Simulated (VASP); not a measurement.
Here is a VASP 6.6.1 calculation.

The input INCAR:

```
SYSTEM = BeGe6F3
  ALGO = Fast
  EDIFF = 1E-6
  ENCUT = 520
  GGA = PE
  ISIF = 2
  ISMEAR = 0
  LASPH = .TRUE.
  LCHARG = .FALSE.
  LREAL = .FALSE.
  LWAVE = .FALSE.
  NBANDS = 64
  NELM = 100
  PREC = Accurate
  SIGMA = 0.1
```

KPOINTS

```
k-points
0
G
  4 4 4
  0 0 0
```

File POSCAR:

```
BeGe6F3
1.0
   -3.5753292800      3.5753292800      3.5753292800
    3.5753292800     -3.5753292800      3.5753292800
    3.5753292800      3.5753292800     -3.5753292800
Be Ge F
1 6 3
Direct
    0.0000000000      0.0000000000      0.0000000000
    0.0000000000      0.7480425500      0.7480425500
    0.0000000000      0.2519574500      0.2519574500
    0.7480425500      0.0000000000      0.7480425500
    0.2519574500      0.0000000000      0.2519574500
    0.7480425500      0.7480425500      0.0000000000
    0.2519574500      0.2519574500      0.0000000000
    0.0000000000      0.5000000000      0.5000000000
    0.5000000000      0.0000000000      0.5000000000
    0.5000000000      0.5000000000      0.0000000000
```

Potentials or basis: VASP PAW PBE potentials, release 64 (Be, Ge_d, F).

Launch:

```sh
$ cat potpaw_PBE.64/Be/POTCAR potpaw_PBE.64/Ge_d/POTCAR potpaw_PBE.64/F/POTCAR > POTCAR
$ mpirun -np 1 vasp_std > vasp.out
```

Q: Predict the pressure.

A: 43.2 GPa.

Q: Predict the band gap on the k mesh.

A: None (metal or under the smearing width).

Q: What does it give for the largest force?

A: 3.174 eV/Å.

Forces in eV/Å, atoms in the order of the input:
```
Be   0.000  0.000  0.000
Ge  -3.174  0.000  0.000
Ge   3.174  0.000  0.000
Ge   0.000 -3.174  0.000
Ge   0.000  3.174  0.000
Ge   0.000  0.000 -3.174
Ge   0.000  0.000  3.174
F    0.000  0.000  0.000
F    0.000  0.000  0.000
F    0.000  0.000  0.000
```

Caveat: a pressure of tens of GPa on the cell as given is suspect, and the run, the potentials or the cell itself is likely at fault; an odd number of electrons without spin polarisation forces a metal; a magnetic or distorted state may lie lower.
